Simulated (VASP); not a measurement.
Shape and ions are relaxed at each volume.

Here is the system:

AuCu is modelled in the tetragonal space group P4/mmm (No. 123), Pearson symbol tP2. Cell: a = b = 2.838 Å, c = 3.748 Å, α = β = γ = 90.00°. Cu on 1a has 8 Au at 2.746 Å and 4 Cu at 2.838 Å (cuboctahedral). Au on 1d has 8 Cu at 2.746 Å and 4 Au at 2.838 Å (cuboctahedral). (Neighbours: up to the widest gap in distance over summed covalent radii, below 1.35, at either atom.)

Level of theory: PW91 GGA, VASP's PBE PAW potentials (set 64) (plane waves; VASP). Numerical set-up: 520 eV cut-off, 13×13×10 Γ-centred mesh, first-order Methfessel-Paxton smearing of 0.10 eV, potentials Cu Au.

Task: Give the energy at these volumes per atom, relative to the lowest: 14.19, 14.65, 15.10, 15.55, 16.00 Å³.

Result: 27.1, 6.3, 0.0, 5.6, 20.8 meV/atom. A third-order Birch-Murnaghan fit gives B0 = 139 GPa and B0′ = 5.8.

The compound is CuAu in the L1_0 structure. It was relaxed first.
